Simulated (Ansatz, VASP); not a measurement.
## InAs in two plane-wave programs

One calculation is typed for both programs; each brings its own data sets. How far apart do they land? The cell is taken from a series of runs on this material, whose earlier steps may have relaxed, scaled, displaced or heated it; both programs get it as it stands.

Main program and level: Ansatz 0.2.0; plane waves, with VASP 6.6.1 beside it; G0W0 gap at r2SCAN.

## (1) Starting point

The structure is cubic, space group F-43m (No. 216). Conventional cell: a = 6.036 Å, b = 6.036 Å, c = 6.036 Å, α = 90.00°, β = 90.00°, γ = 90.00°. In has 4 As at 2.61 Å nearest. Nearest to As lie 4 In at 2.61 Å. Farther neighbours are not listed.

## (2) VASP: G0W0 gap, r2SCAN

Quasiparticle shifts depend on high empty states and on the cores, so they are the hardest test of two PAW sets.

Lines of VASP's logs that name or quote its potential files are left out, and so is its time.

The run reads the wave functions of an earlier VASP run, which isn't shown here.

The input, INCAR:

```
SYSTEM = InAs
PREC = Accurate
ENCUT = 300
ISMEAR = 0
SIGMA = 0.01
LREAL = .FALSE.
METAGGA = R2SCAN
LASPH = .TRUE.
NBANDS = 664
ALGO = EVGW0
NELMGW = 1
ENCUTGW = 100
NOMEGA = 64
PRECFOCK = Fast
NBANDSGW = 24
LWAVE = .FALSE.
LCHARG = .FALSE.
```

The input, POSCAR:

```
InAs
1.0
    0.0000000000      3.0180000000      3.0180000000
    3.0180000000      0.0000000000      3.0180000000
    3.0180000000      3.0180000000      0.0000000000
In As
1 1
Direct
    0.0000000000      0.0000000000      0.0000000000
    0.2500000000      0.2500000000      0.2500000000
```

The input, KPOINTS:

```
Automatic mesh
0
Gamma
4 4 4
0 0 0
```

PAW data sets: In_d_GW and As_GW (PBE family, release 64).

Started as:

```sh
> mpirun -np 8 vasp_std
```

Numbers of over 12 decimals in the logs are rounded to 6 here.

Log:

```text
[banner, memory and clock lines left out]
running    8 mpi-ranks, on    1 nodes
 distrk:  each k-point on    8 cores,    1 groups
 distr:  one band on    1 cores,    8 groups

 POSCAR found type information on POSCAR InAs
 POSCAR found :  2 types and       2 ions
|                                                                             |
|           W    W    AA    RRRRR   N    N  II  N    N   GGGG   !!!           |
|           W    W   A  A   R    R  NN   N  II  NN   N  G    G  !!!           |
|           W    W  A    A  R    R  N N  N  II  N N  N  G       !!!           |
|           W WW W  AAAAAA  RRRRR   N  N N  II  N  N N  G  GGG   !            |
|           WW  WW  A    A  R   R   N   NN  II  N   NN  G    G                |
|           W    W  A    A  R    R  N    N  II  N    N   GGGG   !!!           |
|                                                                             |
|     For optimal performance we recommend to set                             |
|       NCORE = 2 up to number-of-cores-per-socket                            |
|     NCORE specifies how many cores store one orbital (NPAR=cpu/NCORE).      |
|     This setting can greatly improve the performance of VASP for DFT.       |
|     The default, NCORE=1 might be grossly inefficient on modern             |
|     multi-core architectures or massively parallel machines. Do your        |
|     Unfortunately you need to use the default for GW and RPA                |
|     calculations (for HF NCORE is supported but not extensively tested      |
|     yet).                                                                   |
|                                                                             |

|                                                                             |
|               ----> ADVICE to this user running VASP <----                  |
|                                                                             |
|     You enforced a specific xc type in the INCAR file but a different       |
|     [... a line on the potential file left out ...]
|     I HOPE YOU KNOW WHAT YOU ARE DOING!                                     |
|                                                                             |

|                                                                             |
|           W    W    AA    RRRRR   N    N  II  N    N   GGGG   !!!           |
|           W    W   A  A   R    R  NN   N  II  NN   N  G    G  !!!           |
|           W    W  A    A  R    R  N N  N  II  N N  N  G       !!!           |
|           W WW W  AAAAAA  RRRRR   N  N N  II  N  N N  G  GGG   !            |
|           WW  WW  A    A  R   R   N   NN  II  N   NN  G    G                |
|           W    W  A    A  R    R  N    N  II  N    N   GGGG   !!!           |
|                                                                             |
|     The default for ENCUTGWSOFT is different in this version of VASP.       |
|     please manually set ENCUTGWSOFT =100 in the INCAR file.                 |
|                                                                             |

 LDA part: xc-table for (None), standard interpolation
 found WAVECAR, reading the header
 POSCAR, INCAR and KPOINTS ok, starting setup
 FFT: planning ... GRIDC
 FFT: planning ... GRID_SOFT
 FFT: planning ... GRID
 reading WAVECAR
 the WAVECAR file was read successfully
 initial charge from wavefunction
 available memory per node:     87.30 GB, setting MAXMEM to     89399

 The Fermi energy was updated, please check that it is located mid-gap
 values below the HOMO (VB) or above the LUMO (CB) will cause erroneous energies
 E-fermi :   3.4739

 calculate exact exchange contribution
 the WAVEDER file was read successfully
|                                                                             |
|           W    W    AA    RRRRR   N    N  II  N    N   GGGG   !!!           |
|           W    W   A  A   R    R  NN   N  II  NN   N  G    G  !!!           |
|           W    W  A    A  R    R  N N  N  II  N N  N  G       !!!           |
|           W WW W  AAAAAA  RRRRR   N  N N  II  N  N N  G  GGG   !            |
|           WW  WW  A    A  R   R   N   NN  II  N   NN  G    G                |
|           W    W  A    A  R    R  N    N  II  N    N   GGGG   !!!           |
|                                                                             |
|     Automatic setting of frequency mesh for GW failed. Frequency mesh       |
|     properly not suitable for determining QP energies. Consider             |
|     increasing number of kpoints.                                           |
|                                                                             |

energies w=
    0.000    0.000    0.196    0.000    0.392    0.000    0.586    0.000
    0.780    0.000    0.971    0.000    1.161    0.000    1.348    0.000
    1.533    0.000    1.716    0.000    1.895    0.000    2.073    0.000
    2.247    0.000    2.420    0.000    2.590    0.000    2.759    0.000
    2.925    0.000    3.091    0.000    3.255    0.000    3.419    0.000
    3.582    0.000    3.745    0.000    3.908    0.000    4.073    0.000
    4.238    0.000    4.405    0.000    4.573    0.000    4.746    0.000
    4.920    0.000    5.101    0.000    5.283    0.000    5.473    0.000
    5.667    0.000    5.870    0.000    6.081    0.000    6.298    0.000
    6.532    0.000    6.774    0.000    7.029    0.000    7.303    0.000
    7.596    0.000    7.910    0.000    8.248    0.000    8.615    0.000
    9.015    0.000    9.453    0.000    9.944    0.000   10.487    0.000
   11.102    0.000   11.798    0.000   12.594    0.000   13.523    0.000
   14.612    0.000   15.913    0.000   17.490    0.000   19.450    0.000
   21.941    0.000   25.215    0.000   29.707    0.000   36.236    0.000
   46.571    0.000   65.364    0.000  110.021    0.000  349.979    0.000
 responsefunction array rank=     144
 LDA part: xc-table for (None), standard interpolation

 min. memory requirement per mpi rank    183.8 MB, per node   1470.2 MB

 allocating   8 responsefunctions rank=   144
 shmem allocating  64 responsefunctions rank=   144
 response function shared by NCSHMEM nodes    1
 Doing            8  frequencies on each core in blocks of           64
NQ=   1    0.0000    0.0000    0.0000,
|.........|.........|.........|.........|.........|.........|.........|.........
 performed        981000 updates of chi_q(r,r)
 total number of BLAS operations        147.42 Gflops
NQ=   2    0.2500    0.0000    0.0000,
|.........|.........|.........|.........|.........|.........|.........|.........
 performed       2833000 updates of chi_q(r,r)
 total number of BLAS operations        405.62 Gflops
NQ=   3    0.5000    0.0000    0.0000,
|.........|.........|.........|.........|.........|.........|.........|.........
 performed       4435000 updates of chi_q(r,r)
 total number of BLAS operations        590.20 Gflops
NQ=   4    0.2500    0.2500    0.0000,
|.........|.........|.........|.........|.........|.........|.........|.........
 performed       6287000 updates of chi_q(r,r)
 total number of BLAS operations        821.82 Gflops
NQ=   5    0.5000    0.2500    0.0000,
|.........|.........|.........|.........|.........|.........|.........|.........
 performed       8823000 updates of chi_q(r,r)
 total number of BLAS operations       1133.82 Gflops
NQ=   6   -0.2500    0.2500    0.0000,
|.........|.........|.........|.........|.........|.........|.........|.........
 performed      11109000 updates of chi_q(r,r)
 total number of BLAS operations       1419.61 Gflops
NQ=   7    0.5000    0.5000    0.0000,
|.........|.........|.........|.........|.........|.........|.........|.........
 performed      12524000 updates of chi_q(r,r)
 total number of BLAS operations       1571.96 Gflops
NQ=   8   -0.2500    0.5000    0.2500,
|.........|.........|.........|.........|.........|.........|.........|.........
 performed      14316000 updates of chi_q(r,r)
 total number of BLAS operations       1764.87 Gflops
 resolving degeneracies of screened two electron integrals

 calculate QP shifts <psi_nk| G(iteration)W_0 |psi_nk>: iteration 1
 entering main loop
```

From OUTCAR (step 2):

```text
ion  position               nearest neighbor table
   1  0.000  0.000  0.000-   2 2.61   2 2.61   2 2.61   2 2.61
   2  0.250  0.250  0.250-   1 2.61   1 2.61   1 2.61   1 2.61

  LATTYP: Found a face centered cubic cell.
 ALAT       =     6.0360000000

 Subroutine GETGRP returns: Found 24 space group operations
 (whereof 24 operations were pure point group operations)

The static configuration has the point symmetry T_d .

 Found      8 irreducible k-points:

   k-points           NKPTS =      8   k-points in BZ     NKDIM =     64   number of bands    NBANDS=    664

   dimension x,y,z NGX =    24 NGY =   24 NGZ =   24
   dimension x,y,z NGXF=    48 NGYF=   48 NGZF=   48

   ENCUT  =  300.0 eV  22.05 Ry    4.70 a.u.   6.03  6.03  6.03*2*pi/ulx,y,z

   NELECT =      18.0000    total number of electrons

  energy-cutoff  :      300.00
  volume of cell :       54.98
      direct lattice vectors                 reciprocal lattice vectors
     0.000000000  3.018000000  3.018000000    -0.165672631  0.165672631  0.165672631
     3.018000000  0.000000000  3.018000000     0.165672631 -0.165672631  0.165672631
     3.018000000  3.018000000  0.000000000     0.165672631  0.165672631 -0.165672631

 k-points in reciprocal lattice and weights: Automatic mesh
   0.00000000  0.00000000  0.00000000       0.016
   0.25000000  0.00000000  0.00000000       0.125
   0.50000000  0.00000000  0.00000000       0.062
   0.25000000  0.25000000  0.00000000       0.094
   0.50000000  0.25000000  0.00000000       0.375
  -0.25000000  0.25000000  0.00000000       0.188
   0.50000000  0.50000000  0.00000000       0.047
  -0.25000000  0.50000000  0.25000000       0.094

 E-fermi :   3.4739

 QP shifts <psi_nk| G(iteration)W_0 |psi_nk>: iteration 1
 for sc-GW calculations column KS-energies equals QP-energies in previous step
 and V_xc(KS)=  KS-energies - (<T + V_ion + V_H > + <T+V_H+V_ion>^1  + <V_x>^1)
 k-point   1 :       0.0000    0.0000    0.0000
  band No.  KS-energies  QP-energies   sigma(KS)   V_xc(KS)     V^pw_x(r,r')   Z            occupation Imag(sigma)
    ...
      6      -8.9819      -8.8771     -11.6650     -11.8366     -17.7879       0.6105       2.0000       0.8123
      7       3.3537       3.1670     -12.1262     -11.8798     -13.3675       0.7575       2.0000       0.1088
      8       3.3537       3.1670     -12.1262     -11.8798     -13.3675       0.7575       2.0000       0.1088
      9       3.3537       3.1670     -12.1262     -11.8798     -13.3675       0.7575       2.0000       0.1088
     10       3.5941       3.6348     -10.4881     -10.5410      -6.7396       0.7714       0.0000       0.0175
     11       7.5975       7.4653      -9.6088      -9.4350      -5.2232       0.7611       0.0000      -0.0148
     12       7.5975       7.4653      -9.6088      -9.4350      -5.2232       0.7611       0.0000      -0.0148
     13       7.5975       7.4653      -9.6088      -9.4350      -5.2232       0.7611       0.0000      -0.0148
    ...

 k-point   2 :       0.2500    0.0000    0.0000
  band No.  KS-energies  QP-energies   sigma(KS)   V_xc(KS)     V^pw_x(r,r')   Z            occupation Imag(sigma)
    ...
      6      -8.3396      -8.2846     -12.0584     -12.1429     -17.9192       0.6511       2.0000       0.8218
      7      -0.3799      -0.6822     -11.4732     -11.0586     -13.5020       0.7290       2.0000       0.1644
      8       2.7616       2.5302     -11.8894     -11.5835     -13.2323       0.7568       2.0000       0.1094
      9       2.7616       2.5302     -11.8894     -11.5835     -13.2323       0.7568       2.0000       0.1094
     10       4.9516       4.9321     -10.0576     -10.0322      -6.1406       0.7687       0.0000       0.0096
     11       8.3344       8.2191      -9.6278      -9.4753      -5.0864       0.7559       0.0000      -0.0306
     12       8.3344       8.2191      -9.6278      -9.4753      -5.0864       0.7559       0.0000      -0.0306
     13       8.9372       8.8353      -9.6997      -9.5636      -5.0639       0.7479       0.0000      -0.0529
    ...

 k-point   3 :       0.5000    0.0000    0.0000
  band No.  KS-energies  QP-energies   sigma(KS)   V_xc(KS)     V^pw_x(r,r')   Z            occupation Imag(sigma)
    ...
      6      -7.4176      -7.3705     -12.5983     -12.6685     -18.1443       0.6704       2.0000       0.7600
      7      -2.5765      -2.9184     -10.9881     -10.5009     -14.0332       0.7018       2.0000       0.2907
      8       2.3247       2.0669     -11.7898     -11.4473     -13.2758       0.7527       2.0000       0.1115
      9       2.3247       2.0669     -11.7898     -11.4473     -13.2758       0.7527       2.0000       0.1115
     10       4.6537       4.6092      -9.9069      -9.8491      -6.0089       0.7701       0.0000       0.0105
     11       8.3732       8.2317      -9.2356      -9.0488      -4.7305       0.7573       0.0000      -0.0377
     12       8.3732       8.2317      -9.2356      -9.0488      -4.7305       0.7573       0.0000      -0.0377
     13      10.6204      10.2512      -7.8776      -7.3840      -2.8192       0.7479       0.0000      -0.1450
    ...

 k-point   4 :       0.2500    0.2500    0.0000
  band No.  KS-energies  QP-energies   sigma(KS)   V_xc(KS)     V^pw_x(r,r')   Z            occupation Imag(sigma)
    ...
      6      -8.1282      -8.0728     -12.1178     -12.2014     -17.9082       0.6634       2.0000       0.8217
      7      -0.3454      -0.6259     -11.8176     -11.4329     -13.7707       0.7291       2.0000       0.1680
      8       1.8716       1.5890     -11.5014     -11.1238     -13.0462       0.7482       2.0000       0.1120
      9       1.8716       1.5890     -11.5014     -11.1238     -13.0462       0.7482       2.0000       0.1120
     10       5.8947       5.7244      -9.0226      -8.8021      -4.9766       0.7722       0.0000      -0.0100
     11       6.4818       6.4792      -9.9993      -9.9958      -5.8892       0.7603       0.0000      -0.0075
     12      10.0720       9.9652     -10.0849      -9.9404      -5.1208       0.7393       0.0000      -0.0743
     13      10.0720       9.9652     -10.0849      -9.9404      -5.1208       0.7393       0.0000      -0.0743
    ...

[... 4 further parts left out ...]
```

(Continued in part 2 of 2.)

[Lines on the potential files, build, host, timing and source positions are cut from VASP's logs without a mark.]

[Logs are printed without paths, hosts, clocks, repeated set-up lines and the standing remarks that a program may print on its own settings, such as how far it seeks lower states.]

[Hosts, paths, dates, database ids (printed as entryN), source tags and the programs' standing remarks are cut or masked in the printed files.]
